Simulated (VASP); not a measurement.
Consider the following.

```
CELL_PARAMETERS angstrom
      2.09009    -3.62014     0.00000
      2.09009     3.62014     0.00000
      0.00000     0.00000     7.61062
ATOMIC_POSITIONS crystal
  Mg 0.00000 0.00000 0.00000
  I  0.33333 0.66667 0.21954
  I  0.66667 0.33333 0.78046
```

All values below come from revTPSS meta-GGA, VASP's PBE PAW potentials (set 64) (plane waves; VASP). Settings: 520 eV cut-off, 7×7×4 Γ-centred mesh, tetrahedra with Blöchl corrections, potentials Mg I.

The cores are frozen, which limits the accuracy of field gradients. Without a dispersion term in the relaxation, distances and binding between the weakly bound layers, chains or molecules are unreliable, and so is what depends on them.

### Question
Give the principal components of the electric field gradient (V/Å²) and the asymmetry η at each nucleus.

### Answer

```tsv
atom	Vxx	Vyy	Vzz	η
Mg1	-0.2	-0.2	0.3	-
I2	25.8	25.8	-51.6	0.00
I3	25.8	25.8	-51.6	0.00
```

The compound is MgI2 in the 1T layered structure. It was relaxed first, which changed the volume by +13 %.
